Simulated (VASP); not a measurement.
Given:

```
Ag
1.0
    0.00000     2.04500     2.04500
    2.04500     0.00000     2.04500
    2.04500     2.04500     0.00000
Ag
1
Direct
  0.00000   0.00000   0.00000
```

Computed with vdW-DF-cx, VASP's PBE PAW potentials (set 64) (plane waves; VASP). Run with 520 eV cut-off, 14×14×14 Γ-centred mesh, first-order Methfessel-Paxton smearing of 0.10 eV, potentials Ag.

Energy and stress use the plane-wave basis of the starting cell.

Task: The ions, cell shape and volume are relaxed. Give the cell that the relaxation ends in.

Result: 
```
Ag
1.0
    0.00000     2.02934     2.02934
    2.02934     0.00000     2.02934
    2.02934     2.02934     0.00000
Ag
1
Direct
  0.00000   0.00000   0.00000
```
Space group Fm-3m (225), at a tolerance of 0.03 Å.

Task: How do energy and volume change from the first to the last step?

Result: The energy (σ→0) changes by -3.2 meV/atom and the volume by -2.3 %, in 3 ionic steps.

The compound is Ag in the fcc structure. This run relaxes it. Symmetry was kept, so distortions that lower it aren't found.
